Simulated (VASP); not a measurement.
These are SCAN meta-GGA, VASP's PBE PAW potentials (set 64) (plane waves; VASP) values and carry that method's errors.

The input files of a VASP run:

### POSCAR
```
GaAs
1
    0.0000000000     2.8250000000     2.8250000000
    2.8250000000     0.0000000000     2.8250000000
    2.8250000000     2.8250000000     0.0000000000
Ga As
1 1
Direct
  0.0000000000   0.0000000000   0.0000000000
  0.2500000000   0.2500000000   0.2500000000
```

**KPOINTS**
```
Automatic
0
gamma
7 7 7
0 0 0
```

INCAR:
```
SYSTEM = GaAs
PREC = Accurate
ENCUT = 520
EDIFF = 1E-6
NELM = 100
ALGO = Normal
LREAL = .FALSE.
LASPH = .TRUE.
ISMEAR = 0
SIGMA = 0.05
METAGGA = SCAN
LMIXTAU = .TRUE.
LMAXMIX = 4
LWAVE = .FALSE.
LCHARG = .FALSE.
IBRION = 2
ISIF = 3
NSW = 60
EDIFFG = -0.01
```

POTCAR, in this order: Ga_d As (PBE.64 set). Program: vasp_std.

What VASP printed:

### OUTCAR
```
 ion  position               nearest neighbor table
   1  0.000  0.000  0.000-   2 2.45   2 2.45   2 2.45   2 2.45
   2  0.250  0.250  0.250-   1 2.45   1 2.45   1 2.45   1 2.45
  LATTYP: Found a face centered cubic cell.
 ALAT       =     5.6500000000
 Subroutine PRICEL returns:
 Original cell was already a primitive cell.
 Subroutine GETGRP returns: Found 24 space group operations
The static configuration has the point symmetry T_d .
The dynamic configuration has the point symmetry T_d .
 Subroutine INISYM returns: Found 24 space group operations
 Subroutine IBZKPT returns following result:
 Found     20 irreducible k-points:

 Following reciprocal coordinates:
            Coordinates               Weight
  0.000000  0.000000  0.000000      1.000000
  0.142857  0.000000  0.000000      8.000000
  0.285714  0.000000  0.000000      8.000000
  0.428571  0.000000  0.000000      8.000000
  0.142857  0.142857  0.000000      6.000000
  0.285714  0.142857  0.000000     24.000000
  0.428571  0.142857  0.000000     24.000000
 -0.428571  0.142857  0.000000     24.000000
 -0.285714  0.142857  0.000000     24.000000
 -0.142857  0.142857  0.000000     12.000000
  0.285714  0.285714  0.000000      6.000000
  0.428571  0.285714  0.000000     24.000000
 -0.428571  0.285714  0.000000     24.000000
 -0.285714  0.285714  0.000000     12.000000
  0.428571  0.428571  0.000000      6.000000
 -0.428571  0.428571  0.000000     12.000000
  0.428571  0.285714  0.142857     24.000000
 -0.428571  0.285714  0.142857     48.000000
 -0.428571  0.428571  0.142857     24.000000
 -0.285714  0.428571  0.142857     24.000000
   k-points           NKPTS =     20   k-points in BZ     NKDIM =     20   number of bands    NBANDS=     13
   number of dos      NEDOS =    301   number of ions     NIONS =      2
   total plane-waves  NPLWV =  27000
   dimension x,y,z NGX =    30 NGY =   30 NGZ =   30
   dimension x,y,z NGXF=    60 NGYF=   60 NGZF=   60
   ions per type =               1   1
   PREC   = accura    normal or accurate (medium, high low for compatibility)
   ISTART =      0    job   : 0-new  1-cont  2-samecut
   ICHARG =      2    charge: 1-file 2-atom 10-const
   ISPIN  =      1    spin polarized calculation?
   LNONCOLLINEAR =      F non collinear calculations
   LSORBIT =      F    spin-orbit coupling
   INIWAV =      1    electr: 0-lowe 1-rand  2-diag
   ENCUT  =  520.0 eV  38.22 Ry    6.18 a.u.   7.43  7.43  7.43*2*pi/ulx,y,z
   NELM   =    100;   NELMIN=  2; NELMDL= -5     # of ELM steps
   EDIFF  = 0.1E-05   stopping-criterion for ELM
   LREAL  =      F    real-space projection
   NLSPLINE    = F    spline interpolate recip. space projectors
   LMAXMIX     =    4 max onsite mixed and CHGCAR
   VOSKOWN=      0    Vosko Wilk Nusair interpolation
   EDIFFG = -.1E-01   stopping-criterion for IOM
   NSW    =     60    number of steps for IOM
   NBLOCK =      1;   KBLOCK =     60    inner block; outer block
   IBRION =      2    ionic relax: 0-MD 1-quasi-New 2-CG
   NFREE  =      1    steps in history (QN), initial steepest desc. (CG)
   ISIF   =      3    stress and relaxation
   ISYM   =      2    0-nonsym 1-usesym 2-fastsym
   TEIN   =    0.0    initial temperature
   TEBEG  =    0.0;   TEEND  =   0.0 temperature during run
   SMASS  =  -3.00    Nose mass-parameter (am)
   PSTRESS=    0.0 pullay stress
   NELECT =      18.0000    total number of electrons
   EFERMI =   0.00;   METHOD = LEGACY
   ISMEAR =     0;   SIGMA  =   0.05  broadening in eV -4-tet -1-fermi 0-gaus
   IALGO  =     38    algorithm
   LDIAG  =      T    sub-space diagonalisation (order eigenvalues)
   IMIX   =      4    mixing-type and parameters
     AMIX     =   0.40;   BMIX     =  1.00
     AMIX_MAG =   1.60;   BMIX_MAG =  1.00
...
```

File OSZICAR:
```
       N       E                     dE             d eps       ncg     rms          rms(c)
DAV:   1     0.549461440572E+02    0.54946E+02   -0.97761E+03   528   0.192E+03
DAV:   2    -0.326763325798E+02   -0.87622E+02   -0.85217E+02   550   0.339E+02
DAV:   3    -0.391832455485E+02   -0.65069E+01   -0.64695E+01   660   0.783E+01
DAV:   4    -0.392986143518E+02   -0.11537E+00   -0.11532E+00   602   0.116E+01
DAV:   5    -0.393007595496E+02   -0.21452E-02   -0.21451E-02   663   0.132E+00    0.275E+00
DAV:   6    -0.372830971495E+02    0.20177E+01   -0.72962E-01   652   0.195E+01    0.164E+00
DAV:   7    -0.372478316731E+02    0.35265E-01   -0.38637E-01   520   0.898E+00    0.835E-01
DAV:   8    -0.372831270983E+02   -0.35295E-01   -0.21323E-01   540   0.577E+00    0.309E-01
DAV:   9    -0.372666849180E+02    0.16442E-01   -0.86134E-02   520   0.417E+00    0.146E-01
DAV:  10    -0.372872762073E+02   -0.20591E-01   -0.94358E-02   520   0.455E+00    0.115E-01
DAV:  11    -0.372873220386E+02   -0.45831E-04   -0.74978E-02   520   0.437E+00    0.761E-02
DAV:  12    -0.372886063074E+02   -0.12843E-02   -0.66002E-03   550   0.117E+00    0.467E-02
DAV:  13    -0.372880609204E+02    0.54539E-03   -0.72444E-04   545   0.390E-01    0.452E-02
DAV:  14    -0.372880908581E+02   -0.29938E-04   -0.40343E-03   530   0.927E-01    0.735E-02
DAV:  15    -0.372889950841E+02   -0.90423E-03   -0.17355E-03   530   0.450E-01    0.478E-02
DAV:  16    -0.372888405704E+02    0.15451E-03   -0.11244E-04   590   0.143E-01    0.357E-02
DAV:  17    -0.372888498446E+02   -0.92742E-05   -0.69386E-05   530   0.130E-01    0.293E-02
DAV:  18    -0.372886769154E+02    0.17293E-03   -0.18655E-04   520   0.199E-01    0.614E-03
DAV:  19    -0.372886829760E+02   -0.60606E-05   -0.31176E-05   530   0.754E-02    0.597E-03
DAV:  20    -0.372886872954E+02   -0.43194E-05   -0.12344E-06   418   0.125E-02    0.524E-03
DAV:  21    -0.372886356373E+02    0.51658E-04   -0.22702E-05   568   0.710E-02    0.139E-03
DAV:  22    -0.372886212521E+02    0.14385E-04   -0.31779E-06   520   0.252E-02    0.927E-04
DAV:  23    -0.372886222307E+02   -0.97863E-06   -0.14877E-07   260   0.506E-03
   1 F= -.37288622E+02 E0= -.37288622E+02  d E =-.372886E+02
       N       E                     dE             d eps       ncg     rms          rms(c)
DAV:   1    -0.373080110364E+02   -0.19390E-01   -0.26686E-01   665   0.110E+01    0.804E-01
DAV:   2    -0.372930031446E+02    0.15008E-01   -0.30377E-02   615   0.398E+00    0.381E-01
DAV:   3    -0.372886442159E+02    0.43589E-02   -0.68538E-03   749   0.166E+00    0.834E-02
DAV:   4    -0.372882945195E+02    0.34970E-03   -0.28950E-03   520   0.758E-01    0.222E-02
DAV:   5    -0.372882461520E+02    0.48367E-04   -0.10421E-03   520   0.466E-01    0.134E-02
DAV:   6    -0.372882524567E+02   -0.63047E-05   -0.28802E-05   640   0.466E-02    0.175E-02
DAV:   7    -0.372882348546E+02    0.17602E-04   -0.14311E-05   520   0.599E-02    0.219E-02
DAV:   8    -0.372882168747E+02    0.17980E-04   -0.19734E-05   540   0.607E-02    0.117E-02
DAV:   9    -0.372882498552E+02   -0.32980E-04   -0.29114E-05   528   0.739E-02    0.128E-02
DAV:  10    -0.372882605628E+02   -0.10708E-04   -0.13169E-04   570   0.131E-01    0.486E-02
DAV:  11    -0.372882735088E+02   -0.12946E-04   -0.33602E-05   520   0.721E-02    0.479E-02
DAV:  12    -0.372882711839E+02    0.23249E-05   -0.35037E-06   535   0.241E-02    0.505E-02
DAV:  13    -0.372882754879E+02   -0.43041E-05   -0.11100E-06   390   0.138E-02    0.528E-02
DAV:  14    -0.372882756033E+02   -0.11536E-06   -0.78506E-07   360   0.124E-02
   2 F= -.37288276E+02 E0= -.37288276E+02  d E =0.346627E-03
       N       E                     dE             d eps       ncg     rms          rms(c)
DAV:   1    -0.372955566974E+02   -0.72812E-02   -0.98320E-02   660   0.656E+00    0.487E-01
DAV:   2    -0.372905033575E+02    0.50533E-02   -0.12284E-02   615   0.272E+00    0.228E-01
DAV:   3    -0.372892652653E+02    0.12381E-02   -0.21930E-03   754   0.954E-01    0.576E-02
DAV:   4    -0.372890667190E+02    0.19855E-03   -0.10065E-03   520   0.445E-01    0.124E-02
DAV:   5    -0.372889320998E+02    0.13462E-03   -0.35878E-04   520   0.280E-01    0.766E-03
DAV:   6    -0.372889420650E+02   -0.99652E-05   -0.11331E-05   625   0.379E-02    0.107E-02
DAV:   7    -0.372889057217E+02    0.36343E-04   -0.15746E-05   520   0.603E-02    0.944E-03
DAV:   8    -0.372888536341E+02    0.52088E-04   -0.68970E-06   550   0.369E-02    0.641E-03
DAV:   9    -0.372888496681E+02    0.39660E-05   -0.18310E-06   532   0.174E-02    0.454E-03
DAV:  10    -0.372888499293E+02   -0.26115E-06   -0.19672E-07   265   0.676E-03
   3 F= -.37288850E+02 E0= -.37288850E+02  d E =-.227699E-03
       N       E                     dE             d eps       ncg     rms          rms(c)
DAV:   1    -0.372892040897E+02   -0.35442E-03   -0.40188E-03   660   0.135E+00    0.993E-02
DAV:   2    -0.372889020218E+02    0.30207E-03   -0.48373E-04   610   0.516E-01    0.469E-02
DAV:   3    -0.372888050220E+02    0.97000E-04   -0.11265E-04   736   0.204E-01    0.107E-02
DAV:   4    -0.372888072632E+02   -0.22412E-05   -0.57664E-05   520   0.104E-01    0.334E-03
DAV:   5    -0.372888182485E+02   -0.10985E-04   -0.17777E-05   520   0.568E-02    0.149E-03
DAV:   6    -0.372888212398E+02   -0.29914E-05   -0.48975E-07   265   0.711E-03    0.155E-03
DAV:   7    -0.372888158365E+02    0.54033E-05   -0.16281E-07   260   0.491E-03    0.245E-03
DAV:   8    -0.372888344639E+02   -0.18627E-04   -0.28799E-06   512   0.219E-02    0.339E-04
DAV:   9    -0.372888320761E+02    0.23878E-05   -0.16751E-07   260   0.454E-03    0.165E-04
DAV:  10    -0.372888324187E+02   -0.34259E-06   -0.17227E-08   260   0.188E-03
   4 F= -.37288832E+02 E0= -.37288832E+02  d E =-.210188E-03
       N       E                     dE             d eps       ncg     rms          rms(c)
DAV:   1    -0.372893889779E+02   -0.55690E-03   -0.75365E-03   660   0.184E+00    0.136E-01
DAV:   2    -0.372888629071E+02    0.52607E-03   -0.87984E-04   615   0.697E-01    0.641E-02
DAV:   3    -0.372886988410E+02    0.16407E-03   -0.18788E-04   736   0.275E-01    0.145E-02
DAV:   4    -0.372887034788E+02   -0.46378E-05   -0.81385E-05   520   0.127E-01    0.366E-03
DAV:   5    -0.372887183275E+02   -0.14849E-04   -0.29440E-05   520   0.784E-02    0.222E-03
DAV:   6    -0.372887187022E+02   -0.37474E-06   -0.75109E-07   340   0.793E-03
   5 F= -.37288719E+02 E0= -.37288719E+02  d E =-.964715E-04
```

**OUTCAR**
```
------------------------ aborting loop because EDIFF is reached ----------------------------------------
  FORCE on cell =-STRESS in cart. coord.  units (eV):
  Direction    XX          YY          ZZ          XY          YZ          ZX
  --------------------------------------------------------------------------------------
  Total       -0.0130591     -0.0130591     -0.0130591     -0.0000000     -0.0000000      0.0000000
  in kB       -0.4604100     -0.4604100     -0.4604100     -0.0000000     -0.0000000      0.0000000
  external PRESSURE =      -0.4604100 kB  Pullay stress =       0.0000000 kB
  volume of cell :       45.44
      direct lattice vectors                 reciprocal lattice vectors
     0.000000000  2.832366456  2.832366456    -0.176530830  0.176530830  0.176530830
     2.832366456  0.000000000  2.832366456     0.176530830 -0.176530830  0.176530830
     2.832366456  2.832366456 -0.000000000     0.176530830  0.176530830 -0.176530830
  FREE ENERGIE OF THE ION-ELECTRON SYSTEM (eV)
  ---------------------------------------------------
  free  energy   TOTEN  =       -37.2887187022 eV

  energy  without entropy=      -37.2887187022  energy(sigma->0) =      -37.28871870

 reached required accuracy - stopping structural energy minimisation
```
(Selected blocks of OUTCAR.)

File CONTCAR:
```
GaAs
   1.00000000000000
     0.0000000000000000    2.8323664559818638    2.8323664559818638
     2.8323664559818638    0.0000000000000000    2.8323664559818638
     2.8323664559818638    2.8323664559818638   -0.0000000000000000
  Ga              As
     1     1
Direct
     0.0000000000000000    0.0000000000000000    0.0000000000000000
     0.2500000000000000    0.2500000000000000    0.2500000000000000
```

The compound is GaAs in the zinc blende structure. This run relaxes it. Symmetry was kept, so distortions that lower it aren't found.
